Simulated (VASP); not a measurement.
Given:

```xyz
3
Lattice="0.0000 3.2166 3.2166 3.2166 0.0000 3.2166 3.2166 3.2166 0.0000" Properties=species:S:1:pos:R:3 pbc="T T T"
Na     1.6083     1.6083     1.6083
Na     4.8249     4.8249     4.8249
S      0.0000     3.2166     3.2166
```

These are PBE GGA with D3 dispersion (Becke-Johnson damping), VASP's PBE PAW potentials (set 64) (plane waves; VASP) values and carry that method's errors. Run with 520 eV cut-off, Gaussian smearing of 0.050 eV, potentials Na_pv S.

Question: Give the energies of bands 8 to 13 at the high-symmetry points, in eV from the valence-band maximum.

Answer: 
| band | Γ | X | U | L | W |
|---|---|---|---|---|---|
| 8 | 0.00 | -1.54 | -1.29 | -1.72 | -1.06 |
| 9 | 0.00 | -0.47 | -0.97 | -0.13 | -1.06 |
| 10 | 0.00 | -0.47 | -0.36 | -0.13 | -0.61 |
| 11 | 2.65 | 3.87 | 4.60 | 5.00 | 4.87 |
| 12 | 7.92 | 6.16 | 6.63 | 6.65 | 7.47 |
| 13 | 7.92 | 8.86 | 8.19 | 7.26 | 7.47 |

The gap is direct, 2.65 eV, from the valence maximum at Γ to the conduction minimum at Γ.

The compound is Na2S in the antifluorite structure. It was relaxed first.
